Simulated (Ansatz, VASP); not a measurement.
## C (C, zinc blende or diamond type, a = 3.677 A) in two plane-wave programs

Wanted: the spread between two codes on one cell, functional and k mesh. The cell is taken from a series of runs on this material, whose earlier steps may have relaxed, scaled, displaced or heated it; both programs get it as it stands.

Program: Ansatz 0.2.0. Level of theory: plane waves, with VASP 6.6.1 beside it; PBE. Results are calculated unless marked as measured.

### 1. The starting structure

The structure is cubic, space group Fd-3m (No. 227). Conventional cell: a = 3.677 Å, b = 3.677 Å, c = 3.677 Å, α = 90.00°, β = 90.00°, γ = 90.00°. C has 4 C at 1.59 Å nearest.

Structure file:

```cif
data_structure
_symmetry_space_group_name_H-M 'P 1'
_symmetry_Int_Tables_number 1
_cell_length_a 2.6000
_cell_length_b 2.6000
_cell_length_c 3.6770
_cell_angle_alpha 90.000
_cell_angle_beta 90.000
_cell_angle_gamma 90.000
_cell_volume 24.86
loop_
_atom_site_label
_atom_site_type_symbol
_atom_site_fract_x
_atom_site_fract_y
_atom_site_fract_z
_atom_site_occupancy
C1 C 0.00000 0.00000 0.00000 1
C2 C 0.50000 0.00000 0.25000 1
C3 C 0.50000 0.50000 0.50000 1
C4 C 0.00000 0.50000 0.75000 1
```

### 2. VASP: single point, PBE

A single point takes one fixed geometry, so differences don't come from the geometry; what else differs is listed under the comparison.

Lines of VASP's logs that name or quote its potential files are left out, and so is its time.

INCAR

```
SYSTEM = C
PREC = Accurate
ENCUT = 520
EDIFF = 1E-06
NELM = 120
ISMEAR = 0
SIGMA = 0.01
LREAL = .FALSE.
ALGO = Normal
GGA = PE
NBANDS = 14
LORBIT = 11
LWAVE = .FALSE.
LCHARG = .FALSE.
ISIF = 2
LASPH = .TRUE.
GGA_COMPAT = .FALSE.
EFERMI = MIDGAP
```

POSCAR

```
C
1.0
    2.6000316344      0.0000000000      0.0000000000
    0.0000000000      2.6000316344      0.0000000000
    0.0000000000      0.0000000000      3.6770000000
C
4
Direct
    1.0000000000      0.0000000000      0.0000000000
    0.5000000000      0.0000000000      0.2500000000
    0.5000000000      0.5000000000      0.5000000000
    1.0000000000      0.5000000000      0.7500000000
```

KPOINTS

```
Automatic mesh
0
Gamma
8 8 6
0 0 0
```

The projector-augmented-wave data sets are C (PBE family, release 64).

The run is started by

```console
> mpirun -np 1 vasp_std
```

Numbers of over 12 decimals in the logs are rounded to 6 here.

The log of the run:

```text
[banner, memory and clock lines left out]
running    1 mpi-ranks, on    1 nodes
 distrk:  each k-point on    1 cores,    1 groups
 distr:  one band on    1 cores,    1 groups

 POSCAR found type information on POSCAR C
 POSCAR found :  1 types and       4 ions
 LDA part: xc-table for (Slater+PW92), standard interpolation
 POSCAR, INCAR and KPOINTS ok, starting setup
 FFT: planning ... GRIDC
 FFT: planning ... GRID_SOFT
 FFT: planning ... GRID
 WAVECAR not read
 entering main loop
       N       E                     dE             d eps       ncg     rms          rms(c)
DAV:   1     0.222638365615E+02    0.22264E+02   -0.84469E+03  1680   0.111E+03
DAV:   2    -0.350552172352E+02   -0.57319E+02   -0.52522E+02  2384   0.190E+02
DAV:   3    -0.370930267528E+02   -0.20378E+01   -0.20260E+01  2232   0.318E+01
DAV:   4    -0.371081498911E+02   -0.15123E-01   -0.15119E-01  1920   0.316E+00
DAV:   5    -0.371083660637E+02   -0.21617E-03   -0.21612E-03  2208   0.330E-01    0.697E+00
DAV:   6    -0.363950206598E+02    0.71335E+00   -0.46803E-01  1848   0.469E+00    0.417E+00
DAV:   7    -0.361546898844E+02    0.24033E+00   -0.55141E-01  1968   0.527E+00    0.862E-01
DAV:   8    -0.361572615699E+02   -0.25717E-02   -0.10113E-02  2064   0.732E-01    0.557E-02
DAV:   9    -0.361573502223E+02   -0.88652E-04   -0.18473E-04  2112   0.111E-01    0.269E-02
DAV:  10    -0.361573852420E+02   -0.35020E-04   -0.34307E-05  1968   0.535E-02    0.491E-03
DAV:  11    -0.361573849945E+02    0.24747E-06   -0.18036E-07  1500   0.366E-03
   1 F= -.36157385E+02 E0= -.36157385E+02  d E =0.000000E+00
```

Parts of OUTCAR (step 2):

```text
ion  position               nearest neighbor table
   1  0.000  0.000  0.000-   2 1.59   4 1.59   4 1.59   2 1.59
   2  0.500  0.000  0.250-   1 1.59   3 1.59   3 1.59   1 1.59
   3  0.500  0.500  0.500-   2 1.59   4 1.59   2 1.59   4 1.59
   4  0.000  0.500  0.750-   1 1.59   3 1.59   1 1.59   3 1.59

  LATTYP: Found a simple tetragonal cell.
 ALAT       =     2.6000316344
 C/A-ratio  =     1.4142135624

 Subroutine GETGRP returns: Found 16 space group operations
 (whereof  8 operations were pure point group operations)

The static configuration has the point symmetry D_2d.
 The point group associated with its full space group is D_4h.

 Found     60 irreducible k-points:

   k-points           NKPTS =     60   k-points in BZ     NKDIM =     60   number of bands    NBANDS=     14

   dimension x,y,z NGX =    20 NGY =   20 NGZ =   28
   dimension x,y,z NGXF=    40 NGYF=   40 NGZF=   56

   ENCUT  =  520.0 eV  38.22 Ry    6.18 a.u.   4.83  4.83  6.84*2*pi/ulx,y,z

   NELECT =      16.0000    total number of electrons

 k-points in reciprocal lattice and weights: Automatic mesh
   0.00000000  0.00000000  0.00000000       0.003
   0.12500000  0.00000000  0.00000000       0.010
   0.25000000  0.00000000  0.00000000       0.010
   0.37500000  0.00000000  0.00000000       0.010
   0.50000000  0.00000000  0.00000000       0.005
   0.12500000  0.12500000  0.00000000       0.010
   0.25000000  0.12500000  0.00000000       0.021
   0.37500000  0.12500000  0.00000000       0.021
   0.50000000  0.12500000  0.00000000       0.010
[...]
0.50000000  0.37500000  0.50000000       0.010
   0.50000000  0.50000000  0.50000000       0.003

 average (electrostatic) potential at core
       1 -46.6827       2 -46.6827       3 -46.6827       4 -46.6827

 E-fermi :  10.4212

 k-point     1 :       0.0000    0.0000    0.0000
  band No.  band energies     occupation
    ...
      4       2.6885      2.00000
      5       2.6885      2.00000
      6       8.4529      2.00000
      7       8.4529      2.00000
      8       8.4529      2.00000
      9      13.0173      0.00000
     10      13.0173      0.00000
     11      13.7925      0.00000
     12      13.7925      0.00000
     13      13.7925      0.00000
    ...

 k-point     2 :       0.1250    0.0000    0.0000
  band No.  band energies     occupation
    ...
      4       1.5428      2.00000
      5       2.9089      2.00000
      6       7.1123      2.00000
      7       7.4890      2.00000
      8       8.2853      2.00000
      9      13.2380      0.00000
     10      14.0617      0.00000
     11      14.5031      0.00000
     12      14.7700      0.00000
     13      14.7819      0.00000
    ...

 k-point     3 :       0.2500    0.0000    0.0000
  band No.  band energies     occupation
    ...
      4      -0.0200      2.00000
      5       3.5465      2.00000
      6       4.6802      2.00000
      7       5.4909      2.00000
      8       7.7537      2.00000
      9      13.8782      0.00000
     10      14.8580      0.00000
     11      15.9772      0.00000
     12      16.0149      0.00000
     13      18.5153      0.00000
    ...

  Total       -4.9215663     -4.9215663     -4.9251935      0.0000000     -0.0000000      0.0000000
  in kB     -317.2218003   -317.2218003   -317.4555929      0.0000000     -0.0000000      0.0000000
  external PRESSURE =    -317.2997312 kB  Pullay stress =       0.0000000 kB

  energy-cutoff  :      520.00
  volume of cell :       24.86
      direct lattice vectors                 reciprocal lattice vectors
     2.600031634  0.000000000  0.000000000     0.384610705  0.000000000  0.000000000
     0.000000000  2.600031634  0.000000000     0.000000000  0.384610705  0.000000000
     0.000000000  0.000000000  3.677000000     0.000000000  0.000000000  0.271960838

 POSITION                                       TOTAL-FORCE (eV/Angst)
 -----------------------------------------------------------------------------------
      0.00000      0.00000      0.00000        -0.000000      0.000000     -0.000000
      1.30002      0.00000      0.91925        -0.000000     -0.000000     -0.000000
      1.30002      1.30002      1.83850         0.000000      0.000000      0.000000
      0.00000      1.30002      2.75775         0.000000     -0.000000      0.000000
 -----------------------------------------------------------------------------------
    total drift:                                0.000000      0.000000      0.000000

  FREE ENERGIE OF THE ION-ELECTRON SYSTEM (eV)
  ---------------------------------------------------
  free  energy   TOTEN  =       -36.1573849945 eV

  energy  without entropy=      -36.1573849945  energy(sigma->0) =      -36.15738499

 total charge
# of ion       s       p       d       tot
------------------------------------------
    1        0.816   1.656   0.000   2.472
    2        0.816   1.656   0.000   2.472
    3        0.816   1.656   0.000   2.472
    4        0.816   1.656   0.000   2.472
--------------------------------------------------
tot          3.265   6.622   0.000   9.887

[... 3 further parts left out ...]
```

The run ends at a pressure of -31.73 GPa.

### 3. Ansatz: single point, PBE

Ansatz runs on its default PAW (the set named soft_2) files.

The same cell, functional and mesh now go to Ansatz, which takes its cutoff from its data sets.

input.yaml

```yaml
crystal:
  lattice:
    - [2.6000316344, 0.0, 0.0]
    - [0.0, 2.6000316344, 0.0]
    - [0.0, 0.0, 3.677]
  atoms:
    - { symbol: C, position: [0.0, 0.0, 0.0] }
    - { symbol: C, position: [0.5, 0.0, 0.25] }
    - { symbol: C, position: [0.5, 0.5, 0.5] }
    - { symbol: C, position: [0.0, 0.5, 0.75] }
kpoints:
  mp_grid: { grid: [8, 8, 6] }
hamiltonian:
  xc: pbe
scf:
  occupations: { method: fixed }
  convergence: { dr2_threshold: 1.0e-09 }
output:
  transmission:
    leads: [[0, 0]]
    kpoints: [[0, 0], [0.5, 0], [0.5, 0.5], [0.25, 0]]
    e_range: [-1.92, 4.48]
    de: 0.16
```

The run is started by

```console
> ansatz run input.yaml --threads 2 --pin off --max-ram 4096MiB --backend cpu --events-out ev --progress --plain --runs-dir out
```

The log of the run:

```text
Engine: ansatz 0.2.0, aarch64-unknown-linux-gnu
Pseudopotentials: kind: paw
Pseudopotential: C, paw, valence charge 4, recommended cutoff 420 eV (normal), C.paw.azcp
Functional definition: PBE
  parameter kappa = 0.804
  parameter beta = 0.066725
  exchange = pbe_x(kappa = kappa, mu = beta*pi^2/3)
  correlation = pbe_c(beta = beta)
Crystal: 4 atoms, lattice volume = 24.857 Å³
Basis set: ecut = 420 eV, 489 PW (Γ)
Bands: 12, of which v1, the nominal top of the filled ones, is band 8 counted from 1 (7 counted from 0)
Symmetry: 32 space group operations
Space group: Fd-3m (ITA 227), of the structure as read, at distance tolerance 2.9e-5 Å
k-points: 60 of 384
Non-local potential: C, projectors of the file, l = 0: 2, l = 1: 2, l = 2: 1
PAW form: soft (Blöchl's): semilocal exchange-correlation on the pseudo side does not see the compensation charge
PAW one-centre angular grid: C, 110 points (default); XC on 64 Gauss nodes
Initial density: superposition of atomic densities (neutral atoms: chi_scale 0, normalization atom), corrected by the library's trained network
Initial wavefunctions: pseudopotential atomic-orbital guess
Functional: x = pbe(κ = 0.804, μ = 0.219515), c = pbe(β = 0.066725)
SCF iter   1: F=—  HF=-1003.008500 eV  |F-HF|=—  |Δ(HF+E_count)|=         —  Δρ=2.84e-3  dr2=1.23e-3  ethr=1.77e-3  ⟨swp⟩=4.0  Hψ=3540  notcnv=0  defer=83
preconditioner: auto → none  [insulator: Δε(μ)=3.963 eV  Ē_g=16.109 eV  n_scr=6 (ndim 8)  ℏωp=29.8 eV  f_vac=0.000  ε∞_Penn≈4.4]
SCF iter   2: F=—  HF=-1003.008021 eV  |F-HF|=—  |Δ(HF+E_count)|=   4.79e-4  Δρ=1.20e-3  dr2=1.88e-4  ethr=7.67e-6  ⟨swp⟩=2.3  Hψ=1463  notcnv=0  defer=111
SCF iter   3: F=—  HF=-1003.008027 eV  |F-HF|=—  |Δ(HF+E_count)|=   5.82e-6  Δρ=1.17e-4  dr2=8.35e-7  ethr=1.18e-6  ⟨swp⟩=2.5  Hψ=1263  notcnv=0  defer=105
SCF iter   4: F=—  HF=-1003.008029 eV  |F-HF|=—  |Δ(HF+E_count)|=   2.65e-6  Δρ=1.91e-5  dr2=5.64e-8  ethr=5.22e-9  ⟨swp⟩=2.0  Hψ=1200  notcnv=0  defer=3
iter 5 did not close the SCF: its close was put off for the readings that it lacked (scf_convergence_deferred on its scf_iter line)
SCF iter   5: F=-1003.008029 eV  HF=-1003.008029 eV  |F-HF|=1.92e-11  |Δ(HF+E_count)|=   1.19e-8  Δρ=8.18e-7  dr2=7.42e-11  ethr=3.52e-10  ⟨swp⟩=2.8  Hψ=1276  notcnv=0  defer=3
SCF iter   6: F=-1003.008029 eV  HF=-1003.008029 eV  |F-HF|=7.96e-13  |Δ(HF+E_count)|=  1.60e-11  Δρ=9.11e-8  dr2=1.62e-12  ethr=1.00e-12  ⟨swp⟩=2.7  Hψ=3181  notcnv=0
SCF 1 converged in 6 iterations: F = -1003.008029 eV  dr2 = 1.62e-12
  greatest PAW one-centre occupation: 0.630 electrons in one spin orbital (limit 2), on the C atom at site 3 (counted from 0), in its partial waves of l = 0
transmission: 5 of 20 steps passed
transmission: 10 of 20 steps passed
transmission: 15 of 20 steps passed
transmission: 20 of 20 steps passed
SCF converged after 6 iterations
Free energy (F): -1003.008029 eV
Harris-Foulkes:  -1003.008029 eV  (|F-HF|=7.96e-13)
Internal energy: -1003.008029 eV  (E = F + TS)
E sigma→0 (E₀):  -1003.008029 eV
Fermi energy:    11.723492 eV
--- Per-component energies (eV) ---
  E_band       = 52.644879
  E_kinetic    = 356.958155
  E_local      = -258.223592  (includes V_loc(G=0)·N_el)
  E_nonlocal   = 104.657081
  E_hartree    = 56.161727
  E_xc         = -191.668262
  E_vxc        = -237.709839  (∫ρ·V_xc dr)
  E_paw        = -395.838672  (= ΣΔE_a)
  E_vpaw       = -25.360406  (= ΣTr[D̂ρ^β])
  E_aug_tail   = 0.000043  (compensation charges beyond the density's cutoff)
  E_ewald      = -675.054508
  E_smearing   = -0.000000  (= −TS)
  E_closure    = -0.000000  (closes the sum)
  Σ components = -1003.008029   (vs F -1003.008029, Δ=0.00e0)
--- Band table (eV; the first three rows and the last of 60) ---
  k-point 0: bands = [... 4 lower, 5.9565, 11.7235, 11.7235, 11.7235, 16.2993, 16.2993, 17.0708, 17.0708]
  k-point 1: bands = [... 4 lower, 6.1866, 10.9069, 10.9069, 11.1022, 15.7601, 16.8779, 17.3968, 18.0841]
  k-point 2: bands = [... 4 lower, 6.8700, 9.3933, 9.3933, 9.4964, 15.6838, 16.4234, 19.1106, 20.1739]
  k-point 59: bands = [... 4 lower, 4.1589, 4.1589, 4.1589, 4.1589, 21.9326, 21.9326, 21.9326, 21.9326]
--- Transmission ---
  basis      : 61 plane waves across, 5 finite elements along
  points     : 4, as listed
  energies   : 41 from -1.920000 to 4.480000 eV about the Fermi level, 0.160000 eV apart; the leads are filled to 1.973618 eV, and channels, transmission and decay are at 1.920000 eV
  crystal 0  : C4, at the sites [0, 0], period 3.6770 Å: whole cells are its period
    offset         : up to 0.0000 Å between an atom of the period and one for which it stands
    channels       : 0.000000e0 a spin
    conductance    : none, the energies end too early or step too widely for 300 K: set another output.transmission.e_range or a lower de, or, where they end at an eighth of basis.ecutwfc, a higher one
    slowest decay  : 0.3038 /Å at (0.0000, 0.0000)
```

The column dr2 measures how far the density is from self-consistency, as an energy; F and HF (Harris–Foulkes) agree once it is small.

### 4. Comparison

Known differences besides the potentials themselves: fixed occupations in Ansatz, narrow Gaussian smearing in VASP; the cutoff is 420 eV in Ansatz and 520 eV in VASP. Total energies have different zeros and are not compared.

Compared:

```
              quantity  Ansatz   VASP  difference
gap on the k mesh (eV)   3.947  3.937      +0.011
```

A gap on the mesh is an upper bound, since the band edges may lie between its points.

### 5. Summary of results

- difference in gap on the k mesh (single point, PBE): 0.011 eV

**Reading.** The difference in gap on the k mesh is 0.011 eV (single point, PBE), within the 0.08 eV picked in this series as the mark of a large difference. How closely two codes agree says nothing of how well the functional describes the real material.

[Lines on the potential files, build, host, timing and source positions are cut from VASP's logs without a mark.]

[Logs are printed without paths, hosts, clocks, repeated set-up lines and the standing remarks that a program may print on its own settings, such as how far it seeks lower states.]

[Hosts, paths, dates, database ids (printed as entryN), source tags and the programs' standing remarks are cut or masked in the printed files.]
